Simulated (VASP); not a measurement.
All values below come from r2SCAN meta-GGA, VASP's PBE PAW potentials (set 64) (plane waves; VASP 6.6.1).

Gaps are without spin-orbit coupling.

The volume per atom is 11.64 Å³/atom. The band gap (over mesh and band path) is 1.21 eV. The smallest direct gap (over mesh and band path) comes out as 2.94 eV and the Hill bulk modulus comes out as 171 GPa. The Hill shear modulus is 1760 kbar.

Q: Which relaxed crystal gives these values?
A) TiO2, I4_1/amd (141)
B) LiF, Fm-3m (225)
C) BP, P6_3mc (186)
D) AlGaN2, P3m1 (156)

A: C, BP, P6_3mc (186)
